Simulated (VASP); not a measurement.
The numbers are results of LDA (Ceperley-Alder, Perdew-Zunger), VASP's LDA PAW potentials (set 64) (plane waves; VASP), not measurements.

VASP ran on this input.

### INCAR
```
! general
SYSTEM  = MnF2
PREC    = Accurate
ENCUT   = 620
LREAL   = F
LASPH   = T

! electronic loop
EDIFF   = 1E-6
NELM    = 100
ALGO    = Normal
LMAXMIX = 4

! smearing
ISMEAR  = 0
SIGMA   = 0.05

! spin
ISPIN   = 2
MAGMOM  = 4.4 -4.4 -0.0 0.0 0.0 -0.0

! ions
IBRION  = 2
NSW     = 40
ISIF    = 3
EDIFFG  = -0.02
PSTRESS = 300

! output
LWAVE   = F
LCHARG  = F
LORBIT  = 10
```

POSCAR:
```
MnF2
1
    4.5088724788     0.0000000000     0.0000000000
    0.0000000000     4.5088724788     0.0000000000
    0.0000000000     0.0000000000     3.1262839407
Mn F
2 4
Direct
  1.0000000000   0.0000000000   0.0000000000
  0.5000000000   0.5000000000   0.5000000000
  0.3017389277   0.3017389277   1.0000000000
  0.8017389277   0.1982610723   0.5000000000
  0.1982610723   0.8017389277   0.5000000000
  0.6982610723   0.6982610723   0.0000000000
```

### KPOINTS
```
K-points
0
gamma
  5 5 7
```

POTCAR, in this order: Mn_pv F (LDA.64 set). Program: vasp_std.

### Question
What will the output report for the number of irreducible k-points (NKPTS), largest plane-wave count, number of space-group operations, FFT grid (NGX, NGY, NGZ)?

### Answer

| Item | Result |
|---|---|
| number of irreducible k-points (NKPTS) | 24 |
| largest plane-wave count | 2249 |
| number of space-group operations | 16 |
| FFT grid (NGX, NGY, NGZ) | 40 × 40 × 28 |

The compound is MnF2 in the rutile structure. This run relaxes it under an external pressure of 30 GPa. Symmetry was kept, so distortions that lower it aren't found.
